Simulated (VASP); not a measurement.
# MgO: what each functional gives, and what it costs

Aim: compute the gap of MgO from the cheapest level upwards and hold each value against experiment. The levels: LDA, PBEsol, PBE, r2SCAN, TB-mBJ, LAK, HSE06, PBE0, B3LYP, r2SCANh and PBE-EpsX. The start is a cell from a database of measured crystal structures.

Method: LDA; plane waves and PAW (Mg, O), in the first sound run; inputs show where later runs differ, in VASP 6.6.1.

**Measured values to reproduce.**

For MgO, rocksalt (bulk crystal), “Electronic structure of alkaline earth and post-transition metal oxides” (2009, arxiv:0908.1581) quotes earlier work: band gap (literature experimental gap) 7.83 eV [Literature value based on experiment; other listed experimental values range from 7.7 to …].

**1. The structure**

The structure is cubic, space group Fm-3m (No. 225). The conventional cell has a = 4.212 Å, b = 4.212 Å, c = 4.212 Å, α = 90.00°, β = 90.00°, γ = 90.00°. Nearest to Mg lie 6 O at 2.11 Å. O has 6 Mg at 2.11 Å nearest. Farther neighbours and most contacts between anions are not listed.

**2. Bands with LDA**

Levels along the symmetry lines show where the bands peak and cross; KPOINTS_OPT computes them in the converged potential. LDA, the lowest rung, knows the local density alone.

INCAR reads:

```
SYSTEM = MgO
PREC = Accurate
ENCUT = 520
EDIFF = 1E-06
NELM = 100
ISMEAR = 0
SIGMA = 0.02
LREAL = .FALSE.
ALGO = Normal
GGA = CA
NBANDS = 16
LORBIT = 11
LWAVE = .FALSE.
LCHARG = .FALSE.
KPAR = 4
```

POSCAR reads:

```
MgO
1.0
    0.0000000000      2.1060700000      2.1060700000
    2.1060700000      0.0000000000      2.1060700000
    2.1060700000      2.1060700000      0.0000000000
Mg O
1 1
Direct
    0.0000000000      0.0000000000      0.0000000000
    0.5000000000      0.5000000000      0.5000000000
```

KPOINTS reads:

```
Automatic mesh
0
Gamma
6 6 6
0 0 0
```

KPOINTS_OPT reads:

```
Line mode
16
Line-mode
Reciprocal
  0.00000000   0.00000000   0.00000000 GAMMA
  0.50000000   0.00000000   0.50000000 X

  0.50000000   0.00000000   0.50000000 X
  0.50000000   0.25000000   0.75000000 W

  0.50000000   0.25000000   0.75000000 W
  0.37500000   0.37500000   0.75000000 K

  0.37500000   0.37500000   0.75000000 K
  0.00000000   0.00000000   0.00000000 GAMMA

  0.00000000   0.00000000   0.00000000 GAMMA
  0.50000000   0.50000000   0.50000000 L

  0.50000000   0.50000000   0.50000000 L
  0.62500000   0.25000000   0.62500000 U

  0.62500000   0.25000000   0.62500000 U
  0.50000000   0.25000000   0.75000000 W

  0.50000000   0.25000000   0.75000000 W
  0.50000000   0.50000000   0.50000000 L

  0.50000000   0.50000000   0.50000000 L
  0.37500000   0.37500000   0.75000000 K

  0.62500000   0.25000000   0.62500000 U
  0.50000000   0.00000000   0.50000000 X
```

PAW data sets: Mg and O (PBE family, release 64).

Run with:

```console
$ mpirun -np 4 vasp_std
```

Numbers of over 12 decimals in the logs are rounded to 6 here.

The program printed:

```text
[banner, memory and clock lines left out]
running    4 mpi-ranks, on    1 nodes
 distrk:  each k-point on    1 cores,    4 groups
 distr:  one band on    1 cores,    1 groups

 POSCAR found type information on POSCAR MgO
 POSCAR found :  2 types and       2 ions
|                                                                             |
|               ----> ADVICE to this user running VASP <----                  |
|                                                                             |
|     You enforced a specific xc type in the INCAR file but a different       |
|     [... a line on the potential file left out ...]
|     I HOPE YOU KNOW WHAT YOU ARE DOING!                                     |
|                                                                             |

 LDA part: xc-table for (Slater(with rela. corr.)+CA(PZ))
 , standard interpolation
 POSCAR, INCAR and KPOINTS ok, starting setup
 FFT: planning ... GRIDC
 FFT: planning ... GRID_SOFT
 FFT: planning ... GRID
 WAVECAR not read
 entering main loop
       N       E                     dE             d eps       ncg     rms          rms(c)
DAV:   1     0.139148653112E+02    0.13915E+02   -0.45122E+03   584   0.459E+02
DAV:   2    -0.142524077229E+02   -0.28167E+02   -0.27654E+02   696   0.118E+02
DAV:   3    -0.147286675299E+02   -0.47626E+00   -0.47614E+00   608   0.117E+01
DAV:   4    -0.147295612492E+02   -0.89372E-03   -0.89372E-03   696   0.566E-01
DAV:   5    -0.147295635076E+02   -0.22584E-05   -0.22584E-05   576   0.263E-02    0.664E+00
DAV:   6    -0.133654385270E+02    0.13641E+01   -0.67205E+00   552   0.104E+01    0.216E+00
DAV:   7    -0.133322006558E+02    0.33238E-01   -0.65687E-02   600   0.155E+00    0.130E+00
DAV:   8    -0.133097685475E+02    0.22432E-01   -0.36237E-02   576   0.135E+00    0.326E-01
DAV:   9    -0.133088660509E+02    0.90250E-03   -0.11236E-03   632   0.188E-01    0.145E-01
DAV:  10    -0.133086948879E+02    0.17116E-03   -0.32049E-04   576   0.117E-01    0.919E-03
DAV:  11    -0.133086937937E+02    0.10942E-05   -0.10353E-05   664   0.150E-02    0.376E-03
DAV:  12    -0.133086937186E+02    0.75036E-07   -0.27014E-07   336   0.323E-03
   1 F= -.13308694E+02 E0= -.13308694E+02  d E =-.393805E-43
 Start KPOINTS_OPT (optional k-point list driver)
k-point batch [1-16\160]
       N       E                     dE             ncg
DAV:   1     0.218718141514E+03   -0.31137E+04      544
DAV:   2    -0.266711393269E+03   -0.48543E+03      680
DAV:   3    -0.278624136199E+03   -0.11913E+02      616
DAV:   4    -0.278649096492E+03   -0.24960E-01      704
DAV:   5    -0.278649167007E+03   -0.70515E-04      592
DAV:   6    -0.278649167277E+03   -0.26980E-06      664
[...]
k-point batch [145-160\160]
       N       E                     dE             ncg
DAV:   1     0.623958941444E+02   -0.66673E+04      568
DAV:   2    -0.352064504385E+03   -0.41446E+03      720
DAV:   3    -0.359384951251E+03   -0.73204E+01      704
DAV:   4    -0.359400431033E+03   -0.15480E-01      664
DAV:   5    -0.359400478497E+03   -0.47464E-04      696
DAV:   6    -0.359400478660E+03   -0.16230E-06      568
```

Wall time 10 s (4 MPI ranks of AMD EPYC 7R43, shared host); peak memory 0.39 GiB; 37 s of CPU time.

The logs omit lines about the potential files and the build; timing stands in the text.

From OUTCAR (step 2):

```text
ion  position               nearest neighbor table
   1  0.000  0.000  0.000-   2 2.11   2 2.11   2 2.11   2 2.11   2 2.11   2 2.11
   2  0.500  0.500  0.500-   1 2.11   1 2.11   1 2.11   1 2.11   1 2.11   1 2.11

  LATTYP: Found a face centered cubic cell.
 ALAT       =     4.2121400000

 Subroutine GETGRP returns: Found 48 space group operations
 (whereof 48 operations were pure point group operations)

The static configuration has the point symmetry O_h .

 Found     16 irreducible k-points:

   k-points           NKPTS =     16   k-points in BZ     NKDIM =     16   number of bands    NBANDS=     16

   dimension x,y,z NGX =    24 NGY =   24 NGZ =   24
   dimension x,y,z NGXF=    48 NGYF=   48 NGZF=   48

   ENCUT  =  520.0 eV  38.22 Ry    6.18 a.u.   5.54  5.54  5.54*2*pi/ulx,y,z

   NELECT =       8.0000    total number of electrons

 k-points in reciprocal lattice and weights: Automatic mesh
   0.00000000  0.00000000  0.00000000       0.005
   0.16666667  0.00000000  0.00000000       0.037
   0.33333333  0.00000000  0.00000000       0.037
   0.50000000  0.00000000  0.00000000       0.019
   0.16666667  0.16666667  0.00000000       0.028
   0.33333333  0.16666667  0.00000000       0.111
   0.50000000  0.16666667  0.00000000       0.111
  -0.33333333  0.16666667  0.00000000       0.111
  -0.16666667  0.16666667  0.00000000       0.056
[...]
-0.33333333  0.33333333  0.16666667       0.111
  -0.33333333  0.50000000  0.16666667       0.056

 average (electrostatic) potential at core
       1 -34.4449       2 -69.5023

 E-fermi :   3.0137

 k-point     1 :       0.0000    0.0000    0.0000
  band No.  band energies     occupation
      1     -14.1744      2.00000
      2       2.8227      2.00000
      3       2.8227      2.00000
      4       2.8227      2.00000
      5       7.4992      0.00000
      6      18.3528      0.00000
      7      18.3528      0.00000
      8      18.3528      0.00000
      9      22.3647      0.00000
    ...

 k-point     2 :       0.1667    0.0000    0.0000
  band No.  band energies     occupation
      1     -13.8788      2.00000
      2       1.2972      2.00000
      3       2.6446      2.00000
      4       2.6446      2.00000
      5       8.9045      0.00000
      6      16.0591      0.00000
      7      18.9250      0.00000
      8      18.9250      0.00000
      9      22.7281      0.00000
    ...

 k-point     3 :       0.3333    0.0000    0.0000
  band No.  band energies     occupation
      1     -13.2096      2.00000
      2      -0.9007      2.00000
      3       2.3121      2.00000
      4       2.3121      2.00000
      5      10.3685      0.00000
      6      14.9437      0.00000
      7      19.1256      0.00000
      8      19.1256      0.00000
      9      23.4161      0.00000
    ...

  Total       -0.6879012     -0.6879012     -0.6879012      0.0000000     -0.0000000      0.0000000
  in kB      -58.9913393    -58.9913393    -58.9913393      0.0000000     -0.0000000      0.0000000
  external PRESSURE =     -58.9913393 kB  Pullay stress =       0.0000000 kB

  energy-cutoff  :      520.00
  volume of cell :       18.68
      direct lattice vectors                 reciprocal lattice vectors
     0.000000000  2.106070000  2.106070000    -0.237409013  0.237409013  0.237409013
     2.106070000  0.000000000  2.106070000     0.237409013 -0.237409013  0.237409013
     2.106070000  2.106070000  0.000000000     0.237409013  0.237409013 -0.237409013

 POSITION                                       TOTAL-FORCE (eV/Angst)
 -----------------------------------------------------------------------------------
      0.00000      0.00000      0.00000        -0.000000     -0.000000     -0.000000
      2.10607      2.10607      2.10607         0.000000      0.000000      0.000000
 -----------------------------------------------------------------------------------
    total drift:                               -0.000000     -0.000000      0.000000

  FREE ENERGIE OF THE ION-ELECTRON SYSTEM (eV)
  ---------------------------------------------------
  free  energy   TOTEN  =       -13.3086937186 eV

  energy  without entropy=      -13.3086937186  energy(sigma->0) =      -13.30869372

 total charge
# of ion       s       p       d       tot
------------------------------------------
    1        0.152   0.184   0.082   0.419
    2        1.528   3.534   0.000   5.063
--------------------------------------------------
tot          1.680   3.718   0.082   5.481

[... 3 further parts left out ...]
```

The PAW data sets were made with PBE, though LDA sets exist; this is a small mismatch. At this level the cell is under a tension of 5.9 GPa, so at these settings it is away from equilibrium.

This step gave:

```
SCF cycles                        : 12
electrons                         : 8
bands                             : 16
irreducible k-points              : 16
symmetry operations               : 48
free energy (TOTEN)               : -13.31 eV
Fermi energy                      : 3.014 eV
pressure                          : -5.899 GPa
metallic                          : no
least gap on mesh and path        : 4.676 eV
least direct gap on mesh and path : 4.676 eV
valence top at k                  : 0, 0, 0
conduction bottom at k            : 0, 0, 0
least direct gap at k             : 0, 0, 0
```

Electronic bands along the path, in eV, zero at the valence-band top; v1 is the highest filled band, c1 the lowest empty one:

```tsv
point	v3	v2	v1	c1	c2
Γ	0.00	0.00	0.00	4.68	15.53
0.47 of the way	-2.46	-0.68	-0.68	7.70	11.21
X	-4.15	-1.37	-1.37	8.89	9.74
0.53 of the way	-3.81	-2.00	-1.62	9.90	10.73
W	-3.01	-3.01	-1.81	11.45	11.45
0.53 of the way	-3.43	-2.75	-1.45	10.40	11.66
K	-3.55	-2.76	-1.16	9.89	11.54
0.53 of the way	-2.79	-1.05	-0.35	7.78	11.90
Γ	0.00	0.00	0.00	4.68	15.53
0.47 of the way	-2.46	-0.31	-0.31	6.84	12.48
L	-4.70	-0.67	-0.67	7.75	12.41
0.53 of the way	-4.16	-1.88	-0.88	9.25	12.07
U	-3.55	-2.76	-1.16	9.89	11.54
0.47 of the way	-3.43	-2.75	-1.45	10.40	11.66
W	-3.01	-3.01	-1.81	11.45	11.45
0.47 of the way	-3.99	-2.09	-1.06	9.69	11.96
L	-4.70	-0.67	-0.67	7.75	12.41
0.47 of the way	-4.28	-1.65	-0.84	8.98	12.14
K	-3.55	-2.76	-1.16	9.89	11.54
jump to U	-3.55	-2.76	-1.16	9.89	11.54
0.53 of the way	-4.02	-1.78	-1.32	9.24	10.19
X	-4.15	-1.37	-1.37	8.89	9.74
```

The largest weight of each band there:

```tsv
point	v3	v2	v1	c1	c2
Γ	O 0.98	O 0.98	O 0.98	O 0.53	Mg 1.00
X	O 0.84	O 0.93	O 0.93	Mg 1.00	Mg 0.90
W	O 0.87	O 0.87	O 0.89	O 0.68	O 0.68
K	O 0.85	O 0.86	O 0.94	Mg 0.69	Mg 0.66
Γ	O 0.98	O 0.98	O 0.98	O 0.53	Mg 1.00
L	O 0.78	O 0.96	O 0.96	Mg 0.61	O 0.72
```

The electronic bands as a text plot (rows in eV, shown from -4.7 to 9.5 only):

```
    9.2 |      ++++         +               +        +     +   ++
    8.6 |     +              +                        +   +
    8.0 |    +                          ++++           +++
    7.4 |   +                 +       ++
    6.8 |                      +
    6.2 |  +                         +
    5.6 | +                     +   +
    5.0 |+                       + +
    4.5 |                         +
    3.9 |
    3.3 |
    2.7 |
    2.1 |
    1.5 |
    0.9 |
    0.3 |
   -0.3 |****                ***********
   -0.9 | ** **          **** * *   *   *******      *********
   -1.4 |      ******  **    *              *  *** ** *   *   ***
   -2.0 |   *      ****     *  *     *       *    *  *     *   *
   -2.6 |    *       ****  *  *       *       **** **       ***
   -3.2 |     *      *** **  *                  ****         *
   -3.8 |      ** ***   *  **          *     ***    *       * **
   -4.4 |        *                      *****        *******    *
         Γ       X    W  K        Γ      L     U  W     L   K|U X
```

The gap is 4.68 eV, direct at Γ. The gap lies -3.15 eV from the measured 7.83 eV.

**3. Bands with PBEsol**

This step: PBEsol; plane waves and PAW (Mg, O) (VASP 6.6.1).

PBEsol restores the gradient expansion of exchange and is tuned for the cells of solids.

INCAR, as its differences from that of step 2:

```diff
@@ -9,3 +9,3 @@
 ALGO = Normal
-GGA = CA
+GGA = PS
 NBANDS = 16
```

POSCAR is that of step 2.

KPOINTS is that of step 2.

KPOINTS_OPT is that of step 2.

Run with:

```console
$ mpirun -np 4 vasp_std
```

The program printed:

```text
[banner, memory and clock lines left out]
running    4 mpi-ranks, on    1 nodes
 distrk:  each k-point on    1 cores,    4 groups
 distr:  one band on    1 cores,    1 groups

 POSCAR found type information on POSCAR MgO
 POSCAR found :  2 types and       2 ions
 [... a notice as in an earlier step ...]

 LDA part: xc-table for (Slater+PW92), standard interpolation
 POSCAR, INCAR and KPOINTS ok, starting setup
 FFT: planning ... GRIDC
 FFT: planning ... GRID_SOFT
 FFT: planning ... GRID
 WAVECAR not read
 entering main loop
       N       E                     dE             d eps       ncg     rms          rms(c)
DAV:   1     0.149112484393E+02    0.14911E+02   -0.45236E+03   584   0.459E+02
DAV:   2    -0.134179448331E+02   -0.28329E+02   -0.27813E+02   696   0.118E+02
DAV:   3    -0.138971456143E+02   -0.47920E+00   -0.47908E+00   608   0.118E+01
DAV:   4    -0.138980564871E+02   -0.91087E-03   -0.91087E-03   688   0.572E-01
DAV:   5    -0.138980588191E+02   -0.23320E-05   -0.23319E-05   592   0.268E-02    0.667E+00
DAV:   6    -0.125461245776E+02    0.13519E+01   -0.64956E+00   552   0.103E+01    0.214E+00
DAV:   7    -0.125263014600E+02    0.19823E-01   -0.57843E-02   608   0.152E+00    0.133E+00
DAV:   8    -0.125128795485E+02    0.13422E-01   -0.28185E-02   552   0.131E+00    0.310E-01
DAV:   9    -0.125121607313E+02    0.71882E-03   -0.10168E-03   632   0.170E-01    0.146E-01
DAV:  10    -0.125120505381E+02    0.11019E-03   -0.33763E-04   592   0.111E-01    0.718E-03
DAV:  11    -0.125120526063E+02   -0.20682E-05   -0.83930E-06   624   0.142E-02    0.390E-03
DAV:  12    -0.125120528232E+02   -0.21686E-06   -0.20718E-07   336   0.276E-03
   1 F= -.12512053E+02 E0= -.12512053E+02  d E =-.132635E-66
 Start KPOINTS_OPT (optional k-point list driver)
k-point batch [1-16\160]
       N       E                     dE             ncg
DAV:   1     0.236907214707E+03   -0.30955E+04      552
DAV:   2    -0.242878989069E+03   -0.47979E+03      672
DAV:   3    -0.254610273757E+03   -0.11731E+02      624
DAV:   4    -0.254635095306E+03   -0.24822E-01      696
DAV:   5    -0.254635167236E+03   -0.71930E-04      600
DAV:   6    -0.254635167517E+03   -0.28044E-06      632
[...]
k-point batch [145-160\160]
       N       E                     dE             ncg
DAV:   1     0.881865705838E+02   -0.66415E+04      568
DAV:   2    -0.328385243859E+03   -0.41657E+03      712
DAV:   3    -0.335720089797E+03   -0.73348E+01      704
DAV:   4    -0.335735913937E+03   -0.15824E-01      664
DAV:   5    -0.335735963419E+03   -0.49482E-04      688
DAV:   6    -0.335735963590E+03   -0.17070E-06      576
```

Elapsed: 10 s, on 4 MPI ranks; peak memory 0.42 GiB; 38 s of CPU time.

Parts of OUTCAR (step 3):

```text
The static configuration has the point symmetry O_h .

 Found     16 irreducible k-points:

   NELECT =       8.0000    total number of electrons

 E-fermi :   3.3086

 k-point     1 :       0.0000    0.0000    0.0000
  band No.  band energies     occupation
      1     -14.1381      2.00000
      2       3.0676      2.00000
      3       3.0676      2.00000
      4       3.0676      2.00000
      5       7.7009      0.00000
      6      18.6988      0.00000
      7      18.6988      0.00000
      8      18.6988      0.00000
      9      22.5410      0.00000
    ...

 k-point     2 :       0.1667    0.0000    0.0000
  band No.  band energies     occupation
      1     -13.8494      2.00000
      2       1.5348      2.00000
      3       2.8905      2.00000
      4       2.8905      2.00000
      5       9.1296      0.00000
      6      16.3582      0.00000
      7      19.2762      0.00000
      8      19.2762      0.00000
      9      23.1423      0.00000
    ...

  Total       -0.0333919     -0.0333919     -0.0333919      0.0000000      0.0000000      0.0000000
  in kB       -2.8635364     -2.8635364     -2.8635364      0.0000000      0.0000000      0.0000000
  external PRESSURE =      -2.8635364 kB  Pullay stress =       0.0000000 kB

  FREE ENERGIE OF THE ION-ELECTRON SYSTEM (eV)
  ---------------------------------------------------
  free  energy   TOTEN  =       -12.5120528232 eV

  energy  without entropy=      -12.5120528232  energy(sigma->0) =      -12.51205282

 total charge
# of ion       s       p       d       tot
------------------------------------------
    1        0.150   0.181   0.080   0.411
    2        1.537   3.541   0.000   5.078
--------------------------------------------------
tot          1.687   3.722   0.080   5.489

[... 9 parts as in an earlier step ...]

[... 5 further parts left out ...]
```

The PAW data sets were made with PBE, which is usual practice but a small mismatch for other functionals.

Numbers from this step:

| Property | Result |
| --- | --- |
| free energy (TOTEN) | -12.51 eV |
| Fermi energy | 3.309 eV |
| pressure | -0.2864 GPa |
| least gap on mesh and path | 4.633 eV |
| least direct gap on mesh and path | 4.633 eV |

The electronic bands at the labelled points (eV, zero at the valence-band top; v1 is the highest filled band, c1 the lowest empty one):

```tsv
point	v3	v2	v1	c1	c2
Γ	0.00	0.00	0.00	4.63	15.63
0.47 of the way	-2.47	-0.68	-0.68	7.71	11.25
X	-4.15	-1.37	-1.37	8.92	9.88
0.53 of the way	-3.80	-2.00	-1.61	9.93	10.87
W	-3.00	-3.00	-1.79	11.50	11.50
0.53 of the way	-3.43	-2.74	-1.44	10.44	11.81
K	-3.55	-2.75	-1.16	9.93	11.68
0.53 of the way	-2.79	-1.05	-0.35	7.79	11.94
Γ	0.00	0.00	0.00	4.63	15.63
0.47 of the way	-2.47	-0.31	-0.31	6.83	12.54
L	-4.68	-0.66	-0.66	7.74	12.50
0.53 of the way	-4.14	-1.88	-0.88	9.26	12.15
U	-3.55	-2.75	-1.16	9.93	11.68
0.47 of the way	-3.43	-2.74	-1.44	10.44	11.81
W	-3.00	-3.00	-1.79	11.50	11.50
0.47 of the way	-3.98	-2.09	-1.05	9.71	12.03
L	-4.68	-0.66	-0.66	7.74	12.50
0.47 of the way	-4.26	-1.65	-0.84	8.99	12.22
K	-3.55	-2.75	-1.16	9.93	11.68
jump to U	-3.55	-2.75	-1.16	9.93	11.68
0.53 of the way	-4.01	-1.77	-1.32	9.28	10.33
X	-4.15	-1.37	-1.37	8.92	9.88
```

The largest weight of each band there:

```tsv
point	v3	v2	v1	c1	c2
Γ	O 0.98	O 0.98	O 0.98	O 0.52	Mg 1.00
X	O 0.84	O 0.93	O 0.93	Mg 1.00	Mg 0.90
W	O 0.87	O 0.87	O 0.89	O 0.69	O 0.69
K	O 0.86	O 0.86	O 0.94	Mg 0.67	Mg 0.67
Γ	O 0.98	O 0.98	O 0.98	O 0.52	Mg 1.00
L	O 0.78	O 0.96	O 0.96	Mg 0.61	O 0.73
```

The electronic bands as a text plot (rows in eV, shown from -4.7 to 9.5 only):

```
    9.2 |      ++ ++        +               +        +     +   ++
    8.6 |     +  +                                    +   +
    8.1 |    +               +            ++           + +
    7.5 |                     +        +++              +
    6.9 |   +                  +      +
    6.3 |  +                         +
    5.7 | +                     +   +
    5.1 |                          +
    4.5 |+                       ++
    3.9 |
    3.3 |
    2.7 |
    2.1 |
    1.5 |
    0.9 |
    0.4 |
   -0.2 |****                ***********
   -0.8 | *  **          **** * *   *   *******      ********
   -1.4 |  *   ******  **    *              *  *** ** *   *  ****
   -2.0 |   *      ****     *  *     *            *  *     *   *
   -2.6 |    *       ****  *  *              ***** **       ***
   -3.2 |     *      *** **  *        *         ****         *
   -3.8 |      **  **   *  **          *     ***    *       * **
   -4.4 |        **                     *****        *******    *
         Γ       X    W  K        Γ      L     U  W     L   K|U X
```

The gap is 4.63 eV, direct at Γ. Against LDA that is -0.04 eV; the cost is about the same. The gap lies -3.20 eV from the measured 7.83 eV.

(Continued in part 2 of 6.)

[Lines on the potential files, build, host, timing and source positions are cut from VASP's logs without a mark.]

[Logs are printed without paths, hosts, clocks, repeated set-up lines and the standing remarks that a program may print on its own settings, such as how far it seeks lower states.]

[Hosts, paths, dates, database ids (printed as entryN), source tags and the programs' standing remarks are cut or masked in the printed files.]

[Measured values are set beside computed ones only where the two were judged alike; some that the calculation misses by far are left out.]

[In band tables of VASP the shares of atoms and orbitals are scaled to a sum of 1 inside the atoms' spheres.]
